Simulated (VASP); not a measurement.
Write the native input for VASP 6.6.1 that does the following.

```
Task                   : relaxation of cell and atoms
Functional             : PBE
Dispersion             : D3(BJ)
Potentials or basis    : VASP PAW PBE potentials, release 64 (Cu)
Cutoff                 : 600 eV
k mesh                 : 22 × 22 × 22
Occupations            : methfessel-paxton, width 0.1 eV
Spin                   : no spin polarisation
Further INCAR settings : ALGO = Normal; EDIFF = 1e-06; IBRION = 2; EDIFFG = -0.01; NSW = 90; ISIF = 3
```

The structure of Cu lies in POSCAR:

```
Cu
1.0
    0.0000000000      1.8075000000      1.8075000000
    1.8075000000      0.0000000000      1.8075000000
    1.8075000000      1.8075000000      0.0000000000
Cu
1
Direct
    0.0000000000      0.0000000000      0.0000000000
```

One way to write it, as run:

INCAR

```
PREC = Accurate
ENCUT = 600
EDIFF = 1E-6
ISMEAR = 1
SIGMA = 0.1
LREAL = F
LASPH = T
NELM = 80
ALGO = Normal
ISIF = 3
LWAVE = F
LCHARG = F
GGA = PE
IVDW = 12
IBRION = 2
NSW = 90
EDIFFG = -0.01
```

KPOINTS

```
regular mesh
0
Gamma
  22 22 22
```

Potentials or basis: VASP PAW PBE potentials, release 64 (Cu).

Run with:

```sh
$ cat potpaw_PBE.64/Cu/POTCAR > POTCAR
$ mpirun -np 1 vasp_std > vasp.out
```

Results of the run:

```
Relaxed volume                         : 11.35 Å³/atom
Relaxed cell                           : a = 2.522 Å, b = 2.522 Å, c = 2.522 Å, α = 60.00°, β = 60.00°, γ = 60.00°
Space group after relaxing (to 0.05 Å) : Fm-3m (No. 225)
Energy gained by relaxing              : 8.9 meV/atom
Ionic steps                            : 3
Pressure after relaxing                : -0.1 GPa
Band gap on the k mesh                 : none (metal or under the smearing width)
Dispersion energy per atom             : -0.608 eV
```

Caveat: pairwise dispersion overbinds metals, which lowers pressure and volume.

Run time: 33 s on 1 thread of Intel(R) Xeon(R) 6975P-C (Granite Rapids), with other jobs on the host, peak memory 0.17 GiB.
